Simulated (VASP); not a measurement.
An input for Ansatz (written as the equivalent of a VASP run, and not itself run):

Ansatz 0.2 input:
```yaml
crystal:
  lattice:
    - [0.0000000, 3.2450860, 3.2450860]
    - [3.2450860, 0.0000000, 3.2450860]
    - [3.2450860, 3.2450860, 0.0000000]
  atoms:
    - { symbol: Na, position: [0.2500000, 0.2500000, 0.2500000] }
    - { symbol: Na, position: [0.7500000, 0.7500000, 0.7500000] }
    - { symbol: S, position: [0.0308158, -0.0308158, 0.0308158] }
kpoints:
  mp_grid: { grid: [6, 6, 6] }
hamiltonian:
  xc: r2scan
  pseudopotentials: { kind: paw }
scf:
  occupations: { method: gaussian, width: 0.05 }
  max_iter: 100
output: { forces: true, stress: true, eigenvalues: true }
```

Q: Translate this input to VASP (INCAR, KPOINTS, POSCAR, choice of POTCAR).

A: One answer among several that fit: 
### POSCAR
```
Na2S
1
    0.0000000000     3.2450859624     3.2450859624
    3.2450859624     0.0000000000     3.2450859624
    3.2450859624     3.2450859624    -0.0000000000
Na S
2 1
Direct
  0.2500000000   0.2500000000   0.2500000000
  0.7500000000   0.7500000000   0.7500000000
  0.0308158247  -0.0308158247   0.0308158247
```

### INCAR
```
SYSTEM  =  Na2S
PREC  =  Accurate; ENCUT  =  480; LREAL  =  .False.
LASPH  =  .True.
EDIFF  =  1E-7; NELM  =  100; ALGO  =  Normal
LMIXTAU  =  .True.
ISMEAR  =  0; SIGMA  =  0.05
METAGGA  =  R2SCAN
ISIF  =  2
LWAVE  =  .False.; LCHARG  =  .False.
```

**KPOINTS**
```
K-points
0
Gamma
6 6 6
0 0 0
```

POTCAR, in this order: Na_pv S (PBE.64 set). Program: vasp_std.

What does not carry over: each code has its own PAW files, so the cut-off isn't converted (ENCUT is set for VASP's; basis.ecutwfc is left out, and Ansatz then takes the one that its files recommend); Ansatz stops its SCF on the density residual and VASP on the energy change (EDIFF).

The compound is Na2S in the antifluorite structure. This cell was strained or had an atom moved on purpose.
